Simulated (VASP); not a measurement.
# PmS (Fm-3m) in VASP: a series of runs

One crystal, PmS, is run at these levels: PBE+U, LDA+U; tasks: single point.

Program: VASP 6.6.1. These are calculated values, not measurements. Logs are shortened: lines on timing, memory, paths and dates and some standing lists are left out, and cuts for length are marked.

### Step 1. The structure

The structure is cubic, space group Fm-3m (No. 225). The conventional cell has a = 5.677 Å, b = 5.677 Å, c = 5.677 Å, α = 90.00°, β = 90.00°, γ = 90.00°. Pm (site symmetry m-3m) has 6 S at 2.84 Å as nearest neighbours. Around S (site symmetry m-3m) lie 6 Pm at 2.84 Å.

The cell comes from a database or a generator and needn't be the stable form of this composition.

### Step 2. Single point, PBE+U, collinear spin, ferromagnetic start

Input file INCAR:

```
PREC = Accurate ; ENCUT = 520
EDIFF = 1E-6 ; ISMEAR = 0
SIGMA = 0.05 ; LREAL = False
LASPH = True ; NELM = 120
ALGO = Normal ; ISIF = 2
LWAVE = False ; LCHARG = False
ISPIN = 2 ; MAGMOM = 4 0
LORBIT = 11 ; NUPDOWN = 2
LMAXMIX = 6 ; LDAU = True
LDAUTYPE = 2 ; LDAUL = 3 -1
LDAUU = 4 0 ; LDAUJ = 0 0
LDAUPRINT = 1 ; GGA = PE
```

Input file KPOINTS:

```
regular mesh
0
Gamma
  6 6 6
```

Input file POSCAR:

```
PmS
1.0
    0.0000000000      2.8386760400      2.8386760400
    2.8386760400      0.0000000000      2.8386760400
    2.8386760400      2.8386760400      0.0000000000
Pm S
1 1
Direct
    0.5000000000      0.5000000000      0.5000000000
    0.0000000000      0.0000000000      0.0000000000
```

Potentials or basis: VASP PAW PBE potentials, release 64 (Pm, S).

The run is started by

```
$ cat potpaw_PBE.64/Pm/POTCAR potpaw_PBE.64/S/POTCAR > POTCAR
$ mpirun -np 1 vasp_std > vasp.out
```

OUTCAR:

```text
PREC = Accurate
   ENCUT = 520
   EDIFF = 1E-6
   ISMEAR = 0
   LREAL = False
   LASPH = True
   NELM = 120
   ISIF = 2
   ISPIN = 2
   LORBIT = 11
   NUPDOWN = 2
   GGA = PE

 ion  position               nearest neighbor table
   1  0.500  0.500  0.500-   2 2.84   2 2.84   2 2.84   2 2.84   2 2.84   2 2.84
   2  0.000  0.000  0.000-   1 2.84   1 2.84   1 2.84   1 2.84   1 2.84   1 2.84

  LATTYP: Found a face centered cubic cell.
 ALAT       =     5.6773520800

  Lattice vectors:

 A1 = (   0.0000000000,   2.8386760400,   2.8386760400)
 A2 = (   2.8386760400,   0.0000000000,   2.8386760400)
 A3 = (   2.8386760400,   2.8386760400,   0.0000000000)

Analysis of symmetry for initial positions (statically):
=====================================================================
 Subroutine PRICEL returns:
 Original cell was already a primitive cell.

 Routine SETGRP: Setting up the symmetry group for a
 face centered cubic supercell.

 Subroutine GETGRP returns: Found 48 space group operations
 (whereof 48 operations were pure point group operations)
 out of a pool of 48 trial point group operations.

The static configuration has the point symmetry O_h .

Analysis of symmetry for dynamics (positions and initial velocities):
=====================================================================
 Subroutine PRICEL returns:
 Original cell was already a primitive cell.

 Routine SETGRP: Setting up the symmetry group for a
 face centered cubic supercell.

 Subroutine GETGRP returns: Found 48 space group operations
 (whereof 48 operations were pure point group operations)
 out of a pool of 48 trial point group operations.

The dynamic configuration has the point symmetry O_h .

Analysis of structural, dynamic, and magnetic symmetry:
=====================================================================
 Subroutine PRICEL returns:
 Original cell was already a primitive cell.

 Routine SETGRP: Setting up the symmetry group for a
 face centered cubic supercell.

 Subroutine GETGRP returns: Found 48 space group operations
 (whereof 48 operations were pure point group operations)
 out of a pool of 48 trial point group operations.

The overall configuration has the point symmetry O_h .
[... 182 lines left out ...]
  o =  0.9782  v =  0.0016  0.0000 -0.0021  0.0000  0.6273 -0.6086  0.4859  0.0000  0.0000  0.0000  0.0000  0.0000  0.0000  0.0000      0.0000  0.0000  0.0000  0.0000  0.0000  0.0000  0.0000  0.0000  0.0000  0.0000  0.0000  0.0000  0.0000  0.0000
  o =  0.9782  v = -0.0000  0.0000 -0.0000 -0.0000  0.4811  0.7935  0.3727  0.0000  0.0000  0.0000  0.0000  0.0000  0.0000  0.0000      0.0000  0.0000  0.0000  0.0000  0.0000  0.0000  0.0000  0.0000  0.0000  0.0000  0.0000  0.0000  0.0000  0.0000

 number of electron      21.0000002 magnetization       1.9998958

 Free energy of the ion-electron system (eV)
  ---------------------------------------------------
  ext. energy  EPLUGINS =         0.00000000
  ---------------------------------------------------
  free energy    TOTEN  =       -13.57306843 eV

  energy without entropy =      -13.57036172  energy(sigma->0) =      -13.57171507

 E-fermi :   8.4116     XC(G=0): -10.5473

 val. band max:        8.4073281554   @ k =   0.0000   0.0000   0.0000
 cond. band min:       7.9802311205   @ k =   0.5000   0.1667   0.0000
 fundamental gap:     -0.4270970350
 Fermi energy:         7.9114810819

 spin component 1

 k-point     1 :       0.0000    0.0000    0.0000
  band No.  band energies     occupation
      1     -31.5638      1.00000
      2     -11.7660      1.00000
      3     -11.7660      1.00000
      4     -11.7660      1.00000
      5      -6.3150      1.00000
      6       3.8725      1.00000
[... 280 lines left out ...]
      2     -12.1722      1.00000
      3     -12.0286      1.00000
      4     -12.0127      1.00000
      5      -5.6934      1.00000
      6       3.0746      1.00000
[... 8 lines left out ...]
     15       8.6640      0.00000
     16       9.9369      0.00000
 Fermi energy:         8.4115572003

 spin component 2

 k-point     1 :       0.0000    0.0000    0.0000
  band No.  band energies     occupation
      1     -30.6467      1.00000
      2     -11.1063      1.00000
      3     -11.1063      1.00000
      4     -11.1062      1.00000
      5      -6.3276      1.00000
      6       4.7569      1.00000
[... 281 lines left out ...]
      3     -11.3946      1.00000
      4     -11.3870      1.00000
      5      -5.6913      1.00000
      6       3.4183      1.00000
[... 8 lines left out ...]
     15      10.5030      0.00000
     16      10.6248      0.00000

------------------------ aborting loop because EDIFF is reached ----------------------------------------

  FORCE on cell =-STRESS in cart. coord.  units (eV):
  Direction    XX          YY          ZZ          XY          YZ          ZX
  --------------------------------------------------------------------------------------
  -------------------------------------------------------------------------------------
  Total        0.3869005      0.3869005      0.3869005     -0.0000000      0.0000000      0.0000000
  in kB       13.5497829     13.5497829     13.5497829     -0.0000000      0.0000000      0.0000000
  external PRESSURE =      13.5497829 kB  Pullay stress =       0.0000000 kB

 VOLUME and BASIS-vectors are now :
 -----------------------------------------------------------------------------
  energy-cutoff  :      520.00
  volume of cell :       45.75
      direct lattice vectors                 reciprocal lattice vectors
     0.000000000  2.838676040  2.838676040    -0.176138451  0.176138451  0.176138451
     2.838676040  0.000000000  2.838676040     0.176138451 -0.176138451  0.176138451
     2.838676040  2.838676040  0.000000000     0.176138451  0.176138451 -0.176138451

 POSITION                                       TOTAL-FORCE (eV/Angst)
 -----------------------------------------------------------------------------------
      2.83868      2.83868      2.83868        -0.000000     -0.000000     -0.000000
      0.00000      0.00000      0.00000         0.000000      0.000000      0.000000
 -----------------------------------------------------------------------------------
    total drift:                                0.000000     -0.000000      0.000000

  FREE ENERGIE OF THE ION-ELECTRON SYSTEM (eV)
  ---------------------------------------------------
  free  energy   TOTEN  =       -13.5730684290 eV

  energy  without entropy=      -13.5703617163  energy(sigma->0) =      -13.57171507

 total charge

# of ion       s       p       d       f       tot
--------------------------------------------------
    1        1.989   5.578   0.584   4.140  12.291
    2        1.319   2.454   0.000   0.000   3.773
--------------------------------------------------
tot          3.308   8.033   0.584   4.140  16.064

 magnetization (x)

# of ion       s       p       d       f       tot
--------------------------------------------------
    1       -0.007   0.002  -0.009   2.035   2.021
    2       -0.002  -0.021   0.000   0.000  -0.023
--------------------------------------------------
tot         -0.009  -0.019  -0.009   2.035   1.998
```

OSZICAR:

```text
N       E                     dE             d eps       ncg     rms          rms(c)
DAV:   1     0.174287154303E+03    0.17429E+03   -0.88644E+03  1032   0.186E+03
DAV:   2     0.133271930528E+02   -0.16096E+03   -0.15339E+03  1256   0.287E+02
[... 13 lines left out ...]
DAV:  16    -0.135732784172E+02   -0.81834E-03   -0.34040E-03  1536   0.486E-01    0.129E-01
DAV:  17    -0.135732311250E+02    0.47292E-04   -0.28043E-04  1800   0.178E-01    0.957E-02
DAV:  18    -0.135730940409E+02    0.13708E-03   -0.45099E-04  1752   0.356E-01    0.631E-02
DAV:  19    -0.135730685063E+02    0.25535E-04   -0.48298E-04  1824   0.330E-01    0.363E-02
DAV:  20    -0.135730682624E+02    0.24389E-06   -0.33015E-05  1600   0.698E-02    0.240E-02
DAV:  21    -0.135730684290E+02   -0.16658E-06   -0.44957E-06  1256   0.345E-02
   1 F= -.13573068E+02 E0= -.13571715E+02  d E =-.270671E-02  mag=     2.0000
```

It took 89 s on 1 thread of Intel Xeon Platinum 8488C (Sapphire Rapids), shared host; peak memory 0.2 GiB.

What came out:

```yaml
Free_energy: -13.5731 eV
Pressure: 1.4 GPa
Net_moment: 2.00 μB per cell
Site_moments: Pm +2.02; S -0.02 μB
Valence_electrons_inside_the_program's_atomic_spheres: Pm 12.29; S 3.77
```

Eigenvalues of the final occupation matrices:
| site | spin | trace | eigenvalues |
| --- | --- | --- | --- |
| site 1 f | 1 | 3.09 | 0.00 0.05 0.05 0.05 0.98 0.98 0.98 |
| site 1 f | 2 | 1.05 | 0.00 0.00 0.00 0.02 0.02 0.02 0.98 |

Caveat: the magnetic or orbital state may not be the lowest; the moment is held away from its start; spin-orbit coupling is left out, which moves the levels of the heavy elements; the total moment is fixed, so each spin has its own Fermi level.

### Step 3. Single point, LDA+U, collinear spin, zero start

Input file INCAR:

```
ALGO = Normal ; EDIFF = 1E-6
ENCUT = 520 ; GGA = CA
ISIF = 2 ; ISMEAR = 0
ISPIN = 2 ; LASPH = True
LCHARG = False ; LDAU = True
LDAUJ = 0 0 ; LDAUL = 3 -1
LDAUPRINT = 1 ; LDAUTYPE = 2
LDAUU = 7 0 ; LMAXMIX = 6
LORBIT = 11 ; LREAL = False
LWAVE = False ; MAGMOM = 0 0
NELM = 150 ; PREC = Accurate
SIGMA = 0.05
```

Input file KPOINTS:

```
k-points
0
Gamma
  6 6 6
```

POSCAR is that of step 2.

Potentials or basis: VASP PAW PBE potentials, release 64 (Pm, S).

The run is started by

```
$ cat potpaw_PBE.64/Pm/POTCAR potpaw_PBE.64/S/POTCAR > POTCAR
$ mpirun -np 1 vasp_std > vasp.out
```

Wall time 56 s (1 thread of AMD EPYC 7R43 (Zen 3), shared host); peak memory 0.14 GiB.

The run converged. Its results:

```
Free energy                                           : -15.4932 eV
Pressure                                              : -3.9 GPa
Net moment                                            : 4.08 μB per cell
Site moments                                          : Pm +4.03; S -0.04 μB
Valence electrons inside the program's atomic spheres : Pm 12.25; S 3.73
```

Levels at points of the mesh, in eV from the Fermi level:
Spin up:
```tsv
k point	band 11	band 12	band 13	band 14
(0.00, 0.00, 0.00)	-2.82	-2.82	-0.22	-0.22
(0.50, 0.00, 0.00)	-5.04	-5.04	0.22	0.22
(0.50, 0.50, 0.00)	-3.50	-3.50	-2.30	0.29
```
Spin down:
| k point | band 6 | band 7 | band 8 | band 9 | band 10 | band 11 |
| --- | --- | --- | --- | --- | --- | --- |
| (0.00, 0.00, 0.00) | -3.25 | -3.25 | -3.25 | 0.11 | 0.11 | 0.11 |
| (0.50, 0.00, 0.00) | -6.38 | -4.95 | -4.95 | 1.90 | 2.36 | 2.36 |
| (0.50, 0.50, 0.00) | -4.35 | -3.56 | -3.56 | -2.05 | 2.53 | 2.53 |

Eigenvalues of the final occupation matrices:
| site | spin | trace | eigenvalues |
| --- | --- | --- | --- |
| site 1 f | 1 | 4.03 | 0.03 0.03 0.03 0.98 0.99 0.99 0.99 |
| site 1 f | 2 | 0.03 | 0.00 0.00 0.00 0.00 0.01 0.01 0.01 |

Caveat: the magnetic or orbital state may not be the lowest; the bands computed are all filled at some k points, so no gap is given; the PAW data sets were made with another functional, which shifts forces and pressure a little; spin-orbit coupling is left out, which moves the levels of the heavy elements.
